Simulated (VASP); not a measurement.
Data:

```yaml
crystal:
  lattice:
    - [2.85935, 0.00000, 0.00000]
    - [0.00000, 2.85935, 0.00000]
    - [0.00000, 0.00000, 2.85935]
  atoms:
    - { symbol: Ga, position: [0.50000, 0.50000, 0.50000] }
    - { symbol: Co, position: [0.00000, 0.00000, 0.00000] }
```

These are rev-vdW-DF2, VASP's PBE PAW potentials (set 64) (plane waves; VASP) values and carry that method's errors. Settings: 520 eV cut-off, 14×14×14 Γ-centred mesh, tetrahedra with Blöchl corrections, potentials Ga_d Co.

What does the run give for the energy per atom (σ→0), band gap (on the k-mesh) with the smallest direct gap where there is one?

* **band gap (on the k-mesh)**: none (metal, semimetal or under 0.01 eV)
* **energy per atom (σ→0)**: -2.687 eV/atom

Only differences to runs with the same potentials and settings are physical.

The compound is CoGa in the CsCl type structure. It was relaxed first. The run is not spin-polarised, so no magnetic state was tried.
